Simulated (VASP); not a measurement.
Here is the system:

```yaml
crystal:
  lattice:
    - [1.60346, -2.77728, 0.00000]
    - [1.60346, 2.77728, 0.00000]
    - [0.00000, 0.00000, 10.46324]
  atoms:
    - { symbol: In, position: [0.66667, 0.33333, 0.25331] }
    - { symbol: Al, position: [0.33333, 0.66667, 0.98665] }
    - { symbol: Al, position: [0.66667, 0.33333, 0.75150] }
    - { symbol: Al, position: [0.33333, 0.66667, 0.51570] }
    - { symbol: N, position: [0.66667, 0.33333, 0.46225] }
    - { symbol: N, position: [0.33333, 0.66667, 0.16566] }
    - { symbol: N, position: [0.66667, 0.33333, 0.93223] }
    - { symbol: N, position: [0.33333, 0.66667, 0.69669] }
```

Level of theory: PBEsol GGA, VASP's PBE PAW potentials (set 64) (plane waves; VASP). Settings: 520 eV cut-off, Gaussian smearing of 0.050 eV, potentials In_d Al N.

Unless said otherwise, spin-orbit coupling is left out, though it shifts the bands of the heavy elements here.

Question: What does the run give for the band gap (along the path) with the smallest direct gap where there is one?

Answer: 
```json
{
 "band gap (along the path)": "1.38 eV",
 "smallest direct gap (along the path)": "1.38 eV"
}
```

Only differences to runs with the same potentials and settings are physical.

The structure was generated: Al3InN4 was put into an ordered model structure (P3m1), which need not be its known phase. It was relaxed first.
